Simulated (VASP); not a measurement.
Here is the system:

```xyz
4
Lattice="4.1684 0.0000 0.0000 -2.0842 3.6099 0.0000 0.0000 0.0000 5.8755" Properties=species:S:1:pos:R:3 pbc="T T T"
Mo     0.0000     2.4066     5.7523
Mo     2.0842     1.2033     2.8146
Se     0.0000     2.4066     2.3266
Se     2.0842     1.2033     5.2643
```

Computed with PBE GGA, VASP's PBE PAW potentials (set 64) (plane waves; VASP). Settings: 400 eV cut-off, 10×10×6 Γ-centred mesh, tetrahedra with Blöchl corrections, potentials Mo_sv Se.

The job: MoSe (relaxed from the wurtzite structure, space group P6_3mc), 4 atoms, PBE, static run, 400 eV, 10×10×6 Γ-centred mesh. Roughly how much core time does it take on a busy server core?

About 40 core-seconds (one run on a shared machine, a rough figure). It had 56 irreducible k-points, 24 bands, up to 1651 plane waves and 15 electronic steps.

The structure was generated: MoSe was put into the wurtzite type (P6_3mc), which need not be its known phase. It was relaxed first, which changed the volume by -30 %.
